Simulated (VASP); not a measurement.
Computed with r2SCAN meta-GGA, VASP's PBE PAW potentials (set 64) (plane waves; VASP).

VASP ran on this input.

File KPOINTS:
```
K-points
0
Gamma
  8 8 8
```

INCAR:
```
ALGO = Normal
EDIFF = 1E-7
ENCUT = 480
ISIF = 2
ISMEAR = 0
LASPH = T
LCHARG = F
LMAXMIX = 4
LMIXTAU = T
LREAL = F
LWAVE = F
METAGGA = R2SCAN
NELM = 100
PREC = Accurate
SIGMA = 0.05
SYSTEM = GaAs
```

### POSCAR
```
GaAs
1
    0.0283212590     2.8321258993     2.8321258993
    2.8604471583     0.0000000000     2.8604471583
    2.8321258993     2.8321258993     0.0283212590
Ga As
1 1
Direct
  1.0000000000   1.0000000000   1.0000000000
  0.2500000000   0.2500000000   0.2500000000
```

POTCAR, in this order: Ga_d As (PBE.64 set). Program: vasp_std.

**Question.** What does the run give for the energy per atom (σ→0), band gap (on the k-mesh)?

**Answer.** 
```json
{
 "energy per atom (σ→0)": "-1304.9 kJ/mol of atoms",
 "band gap (on the k-mesh)": "0.91 eV"
}
```

File OSZICAR:
```
...
DAV:  13    -0.270476891517E+02   -0.37772E-02   -0.10558E-03  2470   0.372E-01    0.165E-02
DAV:  14    -0.270483281228E+02   -0.63897E-03   -0.48252E-04  2720   0.278E-01    0.706E-03
DAV:  15    -0.270484260977E+02   -0.97975E-04   -0.75814E-05  2540   0.116E-01    0.779E-03
DAV:  16    -0.270484407137E+02   -0.14616E-04   -0.32812E-06  2993   0.211E-02    0.426E-03
DAV:  17    -0.270484400879E+02    0.62573E-06   -0.45952E-07  2750   0.777E-03    0.163E-03
DAV:  18    -0.270484448425E+02   -0.47545E-05   -0.17647E-06  2470   0.165E-02    0.954E-04
DAV:  19    -0.270484448268E+02    0.15687E-07   -0.46107E-08  1860   0.292E-03
   1 F= -.27048445E+02 E0= -.27048445E+02  d E =-.504121E-12
```

The compound is GaAs in the zinc blende structure. This cell was strained or had an atom moved on purpose.
